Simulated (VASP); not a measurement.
Input of a VASP 6.6.1 run:

File INCAR:

```
PREC = Normal ; ENCUT = 520
EDIFF = 1E-5 ; ISMEAR = 0
SIGMA = 0.05 ; LREAL = Auto
LASPH = T ; NELM = 80
ALGO = Fast ; ISIF = 2
LWAVE = F ; LCHARG = F
GGA = PE ; NBANDS = 56
KPAR = 2
```

Contents of KPOINTS:

```
regular mesh
0
Gamma
  6 6 6
```

The input POSCAR:

```
MgCd2S3
1.0
   -2.0727200000      2.0727200000      8.7538100000
    4.1454400000     -4.1454400000     17.5076200000
    2.0727200000      2.0727200000     -8.7538100000
Mg Cd S
2 4 6
Direct
    0.0000000000      0.0000000000      0.0000000000
    0.0000000000      0.5000000000      0.0000000000
    0.6637310000      0.3318655000      0.0000000000
    0.6637310000      0.8318655000      0.0000000000
    0.3362690000      0.1681345000      0.0000000000
    0.3362690000      0.6681345000      0.0000000000
    0.9228320000      0.2114160000      0.5000000000
    0.9228320000      0.7114160000      0.5000000000
    0.5771680000      0.0385840000      0.5000000000
    0.5771680000      0.5385840000      0.5000000000
    0.2500000000      0.3750000000      0.5000000000
    0.2500000000      0.8750000000      0.5000000000
```

Potentials or basis: VASP PAW PBE potentials, release 64 (Mg, Cd, S).

Run with:

```bash
$ cat potpaw_PBE.64/Mg/POTCAR potpaw_PBE.64/Cd/POTCAR potpaw_PBE.64/S/POTCAR > POTCAR
$ mpirun -np 2 vasp_std > vasp.out
```

(1) What does it give for the band gap on the k mesh?

(2) Estimate the pressure.

(3) What does it give for the largest force?

Results:

(1) 1.65 eV.

(2) 0.0 GPa.

(3) 0.009 eV/Å.
